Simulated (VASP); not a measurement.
Given:

```yaml
crystal:
  lattice:
    - [4.18000, 0.00000, 0.00000]
    - [0.00000, 4.18000, 0.00000]
    - [0.00000, 0.00000, 2.67000]
  atoms:
    - { symbol: Si, position: [0.00000, 0.00000, 0.00000] }
    - { symbol: Si, position: [0.50000, 0.50000, 0.50000] }
    - { symbol: O, position: [0.30600, 0.30600, 0.00000] }
    - { symbol: O, position: [0.80600, 0.19400, 0.50000] }
    - { symbol: O, position: [0.19400, 0.80600, 0.50000] }
    - { symbol: O, position: [0.69400, 0.69400, 0.00000] }
```

All values below come from PBE GGA, VASP's PBE PAW potentials (set 64) (plane waves; VASP). Settings: 400 eV cut-off, 4×4×6 Γ-centred mesh, Fermi-Dirac smearing of 0.010 eV, potentials Si O.

At this cut-off the stress carries a Pulay error, which pulls relaxed volumes low.

Question: Estimate the energy per atom (σ→0), pressure, largest force, band gap (on the k-mesh) with the smallest direct gap where there is one.

Answer: 
- band gap (on the k-mesh): 5.56 eV
- smallest direct gap (on the k-mesh): 5.56 eV
- energy per atom (σ→0): -745.1 kJ/mol of atoms
- pressure: 1.83 GPa
- largest force: 0.078 eV/Å

The structure is a typed SiO2 crystal. The cell was not relaxed at this level.
